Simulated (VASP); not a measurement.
Consider the following.

```xyz
2
Lattice="1.3650 -2.3642 0.0000 1.3650 2.3642 0.0000 0.0000 0.0000 4.3200" Properties=species:S:1:pos:R:3 pbc="T T T"
Os     1.3650     0.7881     1.0800
Os     1.3650    -0.7881     3.2400
```

Computed with LDA (Ceperley-Alder, Perdew-Zunger), VASP's LDA PAW potentials (set 64) (plane waves; VASP). Settings: 400 eV cut-off, 14×14×8 Γ-centred mesh, first-order Methfessel-Paxton smearing of 0.10 eV, potentials Os.

### Question
The ions, cell shape and volume are relaxed. What does this cell relax into?

### Answer

```xyz
2
Lattice="1.3599 -2.3553 0.0000 1.3599 2.3553 0.0000 0.0000 0.0000 4.2871" Properties=species:S:1:pos:R:3 pbc="T T T"
Os     1.3599     0.7851     1.0718
Os     1.3599    -0.7851     3.2154
```
Space group P6_3/mmc (194), at a tolerance of 0.03 Å.

### Question
How do energy and volume change from the first to the last step?

### Answer
The energy (σ→0) changes by -4.8 meV/atom and the volume by -1.5 %, in 10 ionic steps.

The compound is Os in the hcp structure. This run relaxes it. Symmetry was kept, so distortions that lower it aren't found.
